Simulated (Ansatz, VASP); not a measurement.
# Cross-check of ZrB2 between VASP and Ansatz, part 2 of 2

Aim: how closely do two programs agree when they are given the same cell, functional and k mesh? The cell is taken from a series of runs on this material, whose earlier steps may have relaxed, scaled, displaced or heated it; both programs get it as it stands.

VASP 6.6.1 and Ansatz 0.2.0.

So far: The structure; VASP: zone-centre phonons, PBEsol.

## 3. Ansatz: zone-centre phonons, PBEsol

Level of this step: Ansatz beside VASP: Kohn-Sham DFT, plane waves, PBEsol (Ansatz).

Ansatz runs on its PAW soft_1 files.

The same cell, functional, mesh and smearing now go to Ansatz, which takes its cutoff from its data sets.

Input file input.yaml:

```yaml
crystal:
  lattice:
    - [3.1751733023, 0.0, 0.0]
    - [-1.5875866511, 2.7497807412, 0.0]
    - [0.0, 0.0, 3.4022126272]
  atoms:
    - { symbol: B, position: [0.3333333333, 0.6666666667, 0.5] }
    - { symbol: B, position: [0.6666666667, 0.3333333333, 0.5] }
    - { symbol: Zr, position: [0.0, 0.0, 0.0] }
kpoints:
  mp_grid: { grid: [15, 15, 12] }
hamiltonian:
  xc: pbesol
  pseudopotentials: { kind: paw, azcp: { folder: soft_1 }, xc_functional: pbe }
scf:
  occupations: { method: methfessel_paxton, width: 0.2 }
output:
  eigenvalues: true
phonons:
  method: dfpt
```

Command:

```
$ ansatz run input.yaml --threads 4 --pin off --max-ram 10240MiB --backend cpu --events-out ev --progress --plain --runs-dir out
```

Numbers of over 12 decimals in the logs are rounded to 6 here.

Log:

```text
zone centre: on kpoints.mp_grid the ground state, and the responses unless they are solved on pairs of k-points, stand on 448 of the mesh's 2700 k-points, reduced under 4 symmetry operations, with k and −k counted as one. Each operation leaves every solved displacement unchanged or reverses it
Engine: ansatz 0.2.0, x86_64-unknown-linux-gnu
Pseudopotentials: kind: paw
Pseudopotential: B, paw, valence charge 3, recommended cutoff 420 eV (normal), soft_1/B.paw.azcp
Pseudopotential: Zr, paw, valence charge 12, recommended cutoff 420 eV (normal), soft_1/Zr.paw.azcp
Functional definition: PBEsol
  exchange = pbesol_x
  correlation = pbesol_c
Crystal: 3 atoms, lattice volume = 29.705 Å³
Basis set: ecut = 420 eV, 575 PW (Γ), exchange–correlation on 48×48×48 points (8 copies of the dense FFT grid, shifted against one another)
Bands: 13, of which v1, the nominal top of the filled ones, is band 9 counted from 1 (8 counted from 0)
Symmetry: 24 space group operations
k-points: 448 of 2700 (irreducible under 4 space group operations, time reversal used)
Non-local potential: B, projectors of the file, l = 0: 2, l = 1: 2, l = 2: 1
Non-local potential: Zr, projectors of the file, l = 0: 3, l = 1: 2, l = 2: 2, l = 3: 1
PAW form: soft (Blöchl's): semilocal exchange-correlation on the pseudo side does not see the compensation charge
PAW frozen core: B, regenerated for the run's functional, and the local potential with it (the file was generated under x = pbe(κ = 0.804, μ = 0.219515), c = pbe(β = 0.066725))
PAW frozen core: Zr, regenerated for the run's functional, and the local potential with it (the file was generated under x = pbe(κ = 0.804, μ = 0.219515), c = pbe(β = 0.066725))
PAW one-centre angular grid: B, 110 points (default); XC on 64 Gauss nodes
PAW one-centre angular grid: Zr, 590 points (default); XC on 64 Gauss nodes
Initial density: superposition of atomic densities (chi_scale 0.1, normalization cell, long waves kept (reshape's long-wave potential 0.00 eV rms))
Initial wavefunctions: pseudopotential atomic-orbital guess
Functional: x = pbesol(κ = 0.804, μ = 0.123457), c = pbesol(β = 0.046)
SCF iter   1: F=—  HF=-4437.674187 eV  |F-HF|=—  |Δ(HF+E_count)|=         —  Δρ=5.39e-2  dr2=1.56e0  ethr=3.10e-3  ⟨swp⟩=4.9  Hψ=28156  notcnv=0
preconditioner: auto → none  [metal: Δε(μ)=0.065 eV  Ē_g=17.132 eV  σ=0.200 eV  W_gap=0.27  n_scr=8 (ndim 8)  ℏωp=27.3 eV  f_vac=0.000  D(μ)=0.25/eV (n_scr^D=0)  sad-step TF]
SCF iter   2: F=—  HF=-4437.311946 eV  |F-HF|=—  |Δ(HF+E_count)|=   3.62e-1  S|Δr|=    0.00e0  Δρ=2.71e-2  dr2=3.60e-1  ethr=3.10e-3  ⟨swp⟩=2.0  Hψ=11223  notcnv=0
SCF iter   3: F=—  HF=-4437.206796 eV  |F-HF|=—  |Δ(HF+E_count)|=   1.05e-1  S|Δr|=    0.00e0  Δρ=2.10e-3  dr2=7.10e-4  ethr=2.00e-3  ⟨swp⟩=2.0  Hψ=9834  notcnv=0
SCF iter   4: F=—  HF=-4437.207284 eV  |F-HF|=—  |Δ(HF+E_count)|=   4.88e-4  S|Δr|=    0.00e0  Δρ=5.14e-4  dr2=1.01e-4  ethr=3.95e-6  ⟨swp⟩=2.1  Hψ=13032  notcnv=0
SCF iter   5: F=—  HF=-4437.207268 eV  |F-HF|=—  |Δ(HF+E_count)|=   1.66e-5  S|Δr|=    0.00e0  Δρ=6.17e-5  dr2=1.76e-6  ethr=5.60e-7  ⟨swp⟩=2.5  Hψ=9490  notcnv=0
SCF iter   6: F=—  HF=-4437.207267 eV  |F-HF|=—  |Δ(HF+E_count)|=   8.89e-7  S|Δr|=    0.00e0  Δρ=8.02e-6  dr2=1.39e-8  ethr=9.79e-9  ⟨swp⟩=2.0  Hψ=8912  notcnv=0
SCF iter   7: F=—  HF=-4437.207267 eV  |F-HF|=—  |Δ(HF+E_count)|=   3.79e-9  S|Δr|=    0.00e0  Δρ=2.10e-6  dr2=6.08e-10  ethr=7.70e-11  ⟨swp⟩=2.0  Hψ=9635  notcnv=0
SCF iter   8: F=-4437.207267 eV  HF=-4437.207267 eV  |F-HF|=9.09e-13  |Δ(HF+E_count)|=  9.09e-12  S|Δr|=    0.00e0  Δρ=1.53e-7  dr2=3.04e-12  ethr=1.00e-12  ⟨swp⟩=4.1  Hψ=28050  notcnv=0
SCF 1 converged in 8 iterations: F = -4437.207267 eV  dr2 = 3.04e-12
  greatest PAW one-centre occupation: 0.996 electrons in one spin orbital (limit 2), on the Zr atom at site 2 (counted from 0), in its partial waves of l = 0
DFPT response loops at Γ: preconditioner auto → Kerker (q_TF=auto, 2.510 Å⁻¹) (partly filled bands, converged f_vac=0.000); β = 1.00, the filter's whole step (`scf.mixing.beta` (0.50) is not read by the response loops under this deck's `scf.mixing.preconditioner`; to damp them name `kerker` or `kerker_dos`, under which they read `scf.mixing.beta`, and type it under 1.00, their step now; both keys bind the ground state too); Broyden in place of MSR1
SCF converged after 8 iterations
Stability not checked: this state was not tested for a lower state beside it, because cold or Methfessel-Paxton smearing, or corrected tetrahedra, fill the levels in a way that the test cannot read (fill_not_monotonic; see scf.lower_state_search)
Free energy (F): -4437.207267 eV
Harris-Foulkes:  -4437.207267 eV  (|F-HF|=9.09e-13)
Internal energy: -4437.207378 eV  (E = F + TS)
E sigma→0 (E₀):  -4437.207294 eV
Entropy (-TS):   0.000111 eV (0.037 meV/atom)
Fermi energy:    16.244700 eV
--- Per-component energies (eV) ---
  E_band       = -16.066043
  E_kinetic    = 420.881462
  E_local      = -511.507239  (includes V_loc(G=0)·N_el)
  E_nonlocal   = 91.193654
  E_hartree    = 174.243586
  E_xc         = -222.503667
  E_vxc        = -264.221809  (∫ρ·V_xc dr)
  E_paw        = -3060.108461  (= ΣΔE_a)
  E_vpaw       = -100.899285  (= ΣTr[D̂ρ^β])
  E_aug_tail   = -0.000009  (compensation charges beyond the density's cutoff)
  E_ewald      = -1329.601847
  E_core_change = 0.195143  (= ΣΔE_core)
  E_smearing   = 0.000111  (= −TS)
  E_closure    = 0.000000  (closes the sum)
  Σ components = -4437.207267   (vs F -4437.207267, Δ=0.00e0)
--- Band table (eV; the first three rows and the last of 448) ---
  k-point 0: bands = [... 5 lower, 13.2625, 13.2625, 13.6323, 14.2563, 19.7712, 19.7712, 20.8014, 20.9359]
  k-point 1: bands = [... 5 lower, 12.9918, 13.3346, 13.3346, 14.8678, 19.0630, 19.0630, 20.6780, 20.6780]
  k-point 2: bands = [... 5 lower, 12.0749, 13.5487, 13.5487, 15.7300, 18.0903, 18.0903, 20.0056, 20.0056]
  k-point 447: bands = [... 5 lower, 9.1147, 11.6149, 12.5685, 13.5424, 20.2137, 20.9269, 21.3471, 22.7246]
--- Phonons (Γ-DFPT): 4 representative perturbations + reference, on 448 of 2700 k-points (Σ response iterations 12) ---
  k mesh reduced under 4 symmetry operations, with k and −k counted as one. Each operation leaves every solved displacement unchanged or reverses it
  ASR residual: 1.265e-4 → 0.000e0 eV/Å²; symmetrization residual: 4.086e-7 eV/Å²
  ASR residual per site (eV/Å²): 1.42e-5 1.42e-5 1.27e-4
  Γ frequencies (cm⁻¹): 0.00 0.00 0.00 483.36 483.36 511.46 577.78 753.66 753.66
  non-analytic LO–TO correction: not included (Born effective charges unavailable; polar crystals: no LO–TO splitting at Γ)
```

The column dr2 measures how far the density is from self-consistency, as an energy; F and HF (Harris–Foulkes) agree once it is small.

## 4. Comparison

Known differences besides the potentials themselves: the cutoff is 420 eV in Ansatz and 500 eV in VASP; Ansatz makes its cores anew for this functional, VASP keeps those of its PBE data sets. Total energies have different zeros and are not compared.

The two programs side by side:

```
                  quantity  Ansatz   VASP  difference
optical mode 1 to 2 (cm⁻¹)   483.4  484.1     -0.15 %
     optical mode 3 (cm⁻¹)   511.5  513.0     -0.30 %
     optical mode 4 (cm⁻¹)   577.8  578.2     -0.08 %
optical mode 5 to 6 (cm⁻¹)   753.7  756.3     -0.35 %
```

Modes are paired by rising frequency, not by their patterns, so a pair may set unlike modes beside each other; they are those without the splitting of longitudinal modes.

## 5. Summary of results

* r.m.s. difference of the optical zone-centre modes, each program's sorted by frequency (zone-centre phonons, PBEsol): 1.7 cm⁻¹

**Reading.** The r.m.s. difference of the optical zone-centre modes, each program's sorted by frequency is 1.7 cm⁻¹ (zone-centre phonons, PBEsol). How closely two codes agree says nothing of how well the functional describes the real material.

[Lines on the potential files, build, host, timing and source positions are cut from VASP's logs without a mark.]

[Logs are printed without paths, hosts, clocks, repeated set-up lines and the standing remarks that a program may print on its own settings, such as how far it seeks lower states.]

[Hosts, paths, dates, database ids (printed as entryN), source tags and the programs' standing remarks are cut or masked in the printed files.]
